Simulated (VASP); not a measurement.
Data:

```xyz
4
Lattice="-1.4640 1.4640 5.2733 1.4640 -1.4640 5.2733 1.4640 1.4640 -5.2733" Properties=species:S:1:pos:R:3 pbc="T T T"
Ta     0.0000     0.0000     7.9549
Ta     0.0000     1.4640     0.0449
C      0.0000     0.0000     1.7058
C      0.0000     1.4640     4.3425
```

These are PBEsol GGA, VASP's PBE PAW potentials (set 64) (plane waves; VASP) values and carry that method's errors. Run with 520 eV cut-off, 16×16×16 Γ-centred mesh, tetrahedra with Blöchl corrections, potentials Ta_pv C.

Unless said otherwise, spin-orbit coupling is left out, though it shifts the bands of the heavy elements here.

Tabulate the total density of states (states/eV per cell) against energy (eV; zero at the valence-band maximum or, without a gap, the Fermi level).

(E (eV), DOS (states/eV)): (-9.97, 6.63); (-9.86, 2.86); (-9.63, 0.00); (-9.52, 0.00); (-9.29, 0.00); (-9.18, 0.00); (-8.95, 0.00); (-8.84, 0.00); (-8.61, 0.00); (-8.50, 0.00); (-8.27, 0.00); (-8.16, 0.00); (-7.93, 0.00); (-7.82, 0.00); (-7.59, 0.00); (-7.48, 0.00); (-7.25, 0.00); (-7.14, 0.00); (-6.91, 0.00); (-6.80, 0.00); (-6.57, 0.17); (-6.46, 0.53); (-6.23, 0.86); (-6.12, 1.05); (-5.89, 1.61); (-5.78, 2.32); (-5.55, 1.93); (-5.44, 2.56); (-5.21, 3.47); (-5.10, 2.51); (-4.87, 1.32); (-4.76, 0.96); (-4.53, 0.78); (-4.42, 0.96); (-4.19, 1.33); (-4.08, 1.56); (-3.85, 1.88); (-3.74, 2.15); (-3.51, 2.42); (-3.40, 2.38); (-3.17, 2.67); (-3.06, 2.93); (-2.83, 2.08); (-2.72, 2.14); (-2.49, 4.21); (-2.38, 4.77); (-2.15, 3.88); (-2.04, 3.10); (-1.81, 4.02); (-1.70, 3.91); (-1.47, 2.15); (-1.36, 1.55); (-1.13, 1.10); (-1.02, 1.35); (-0.79, 1.90); (-0.68, 1.78); (-0.45, 1.83); (-0.34, 2.11); (-0.11, 1.30); (0.01, 1.22); (0.23, 3.52); (0.34, 3.33); (0.57, 1.69); (0.69, 1.26); (0.91, 0.74); (1.02, 0.32); (1.25, 0.13); (1.36, 0.08); (1.59, 0.02); (1.71, 0.03); (1.93, 0.26); (2.05, 0.48); (2.27, 1.56); (2.39, 2.07); (2.61, 1.24); (2.73, 1.20); (2.95, 1.21); (3.07, 1.28); (3.29, 1.54); (3.41, 1.84)
Within 2 eV below the Fermi level the largest weight inside VASP's projection spheres is Ta d, then C p.

The structure was generated: TaC was put into the NbAs type (I4_1md), which need not be its known phase. It was relaxed first, which changed the volume by +24 %.
